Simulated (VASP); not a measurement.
These are r2SCAN meta-GGA, VASP's PBE PAW potentials (set 64) (plane waves; VASP 6.6.1) values and carry that method's errors.

VASP input:

INCAR:
```
ENCUT = 450   # plane-wave cut-off (eV)
NELM = 100
METAGGA = R2SCAN
LREAL = F
LWAVE = F
ISMEAR = 0   # Gaussian
PREC = Normal
NELMIN = 4
IBRION = 2   # conjugate gradients
LMIXTAU = T
SYSTEM = SiC
EDIFF = 1E-5
LCHARG = F
EDIFFG = -0.03   # ionic stop
LASPH = T
SIGMA = 0.05
ISIF = 2   # forces and stress, cell fixed
ALGO = Normal
NSW = 20
```

### KPOINTS
```
Automatic mesh
0
Gamma
11 11 6
0 0 0
```

**POSCAR**
```
SiC
1
    3.0742869509     0.0000000000     0.0000000000
   -1.5371434755     2.6624103557     0.0000000000
    0.0000000000     0.0000000000     5.0469366740
Si C
2 2
Direct
  0.3333330000   0.6666670000   0.0000000000
  0.6666670000   0.3333330000   0.5000000000
  0.3333330000   0.6666670000   0.3750000000
  0.6666670000   0.3333330000   0.8750000000
```

POTCAR, in this order: Si C (PBE.64 set). Program: vasp_std.

What VASP printed:

### OSZICAR
```
       N       E                     dE             d eps       ncg     rms          rms(c)
DAV:   1     0.194509086999E+02    0.19451E+02   -0.70365E+03  1536   0.110E+03
DAV:   2    -0.419655902142E+02   -0.61416E+02   -0.56714E+02  2176   0.183E+02
DAV:   3    -0.446261714101E+02   -0.26606E+01   -0.26486E+01  2004   0.381E+01
DAV:   4    -0.446546926038E+02   -0.28521E-01   -0.28505E-01  1856   0.464E+00
DAV:   5    -0.446551671371E+02   -0.47453E-03   -0.47444E-03  2000   0.559E-01    0.130E+01
DAV:   6    -0.389989709018E+02    0.56562E+01   -0.98503E+00  1880   0.210E+01    0.754E+00
DAV:   7    -0.380582476662E+02    0.94072E+00   -0.66637E-01  1764   0.692E+00    0.291E+00
DAV:   8    -0.384991707712E+02   -0.44092E+00   -0.95780E-01  1860   0.800E+00    0.182E+00
DAV:   9    -0.384308457969E+02    0.68325E-01   -0.24975E-01  1724   0.488E+00    0.444E-01
DAV:  10    -0.386355108972E+02   -0.20467E+00   -0.74327E-02  1632   0.296E+00    0.376E-01
DAV:  11    -0.386382586607E+02   -0.27478E-02   -0.43356E-03  1900   0.661E-01    0.135E-01
DAV:  12    -0.386431131817E+02   -0.48545E-02   -0.38756E-03  1640   0.721E-01    0.614E-02
DAV:  13    -0.386441144583E+02   -0.10013E-02   -0.61516E-04  1692   0.304E-01    0.545E-02
DAV:  14    -0.386437361277E+02    0.37833E-03   -0.68012E-05  1900   0.961E-02    0.389E-02
DAV:  15    -0.386444156111E+02   -0.67948E-03   -0.36864E-04  1616   0.219E-01    0.157E-02
DAV:  16    -0.386443601604E+02    0.55451E-04   -0.98276E-06  1312   0.410E-02    0.939E-03
DAV:  17    -0.386443689970E+02   -0.88366E-05   -0.64642E-07   864   0.881E-03
   1 F= -.38644369E+02 E0= -.38644369E+02  d E =-.386444E+02
       N       E                     dE             d eps       ncg     rms          rms(c)
DAV:   1    -0.386444076536E+02   -0.47493E-04   -0.68993E-02  1600   0.235E+00    0.762E-02
DAV:   2    -0.386444866254E+02   -0.78972E-04   -0.10887E-03  1960   0.285E-01    0.387E-02
DAV:   3    -0.386444454438E+02    0.41182E-04   -0.82304E-05  1792   0.985E-02    0.142E-02
DAV:   4    -0.386444416847E+02    0.37590E-05   -0.70153E-05  1800   0.752E-02
   2 F= -.38644442E+02 E0= -.38644442E+02  d E =-.726877E-04
       N       E                     dE             d eps       ncg     rms          rms(c)
DAV:   1    -0.386446355310E+02   -0.19009E-03   -0.16323E-02  1596   0.115E+00    0.358E-02
DAV:   2    -0.386446535024E+02   -0.17971E-04   -0.24689E-04  1964   0.138E-01    0.178E-02
DAV:   3    -0.386446394346E+02    0.14068E-04   -0.21594E-05  1548   0.515E-02    0.665E-03
DAV:   4    -0.386446403638E+02   -0.92920E-06   -0.19339E-05  1268   0.406E-02
   3 F= -.38644640E+02 E0= -.38644640E+02  d E =-.271367E-03
```

File OUTCAR:
```
------------------------ aborting loop because EDIFF is reached ----------------------------------------
  FORCE on cell =-STRESS in cart. coord.  units (eV):
  Direction    XX          YY          ZZ          XY          YZ          ZX
  --------------------------------------------------------------------------------------
  Total       -0.0142331     -0.0142331     -0.0191195      0.0000000      0.0000000      0.0000000
  in kB       -0.5520316     -0.5520315     -0.7415475      0.0000000      0.0000000      0.0000000
  external PRESSURE =      -0.6152035 kB  Pullay stress =       0.0000000 kB
  volume of cell :       41.31
      direct lattice vectors                 reciprocal lattice vectors
     3.074286951  0.000000000  0.000000000     0.325278680  0.187799750  0.000000000
    -1.537143475  2.662410356  0.000000000     0.000000000  0.375599501  0.000000000
     0.000000000  0.000000000  5.046936674     0.000000000  0.000000000  0.198139994
  FREE ENERGIE OF THE ION-ELECTRON SYSTEM (eV)
  ---------------------------------------------------
  free  energy   TOTEN  =       -38.6446403638 eV

  energy  without entropy=      -38.6446403638  energy(sigma->0) =      -38.64464036

 reached required accuracy - stopping structural energy minimisation
```
(Selected blocks of OUTCAR.)

**CONTCAR**
```
SiC
   1.00000000000000
     3.0742869508999999    0.0000000000000000    0.0000000000000000
    -1.5371434755000000    2.6624103557000001    0.0000000000000000
     0.0000000000000000    0.0000000000000000    5.0469366740000003
  Si              C
     2     2
Direct
     0.3333330000000032    0.6666669999999968    0.9996356975988473
     0.6666669999999968    0.3333330000000032    0.4996356975988473
     0.3333330000000032    0.6666669999999968    0.3753643024011527
     0.6666669999999968    0.3333330000000032    0.8753643024011527
```

At this cut-off the stress carries a Pulay error, which pulls relaxed volumes low.

The compound is SiC in the wurtzite structure, the rare 2H polytype. This run relaxes the ions in a fixed cell. Symmetry was kept, so distortions that lower it aren't found.
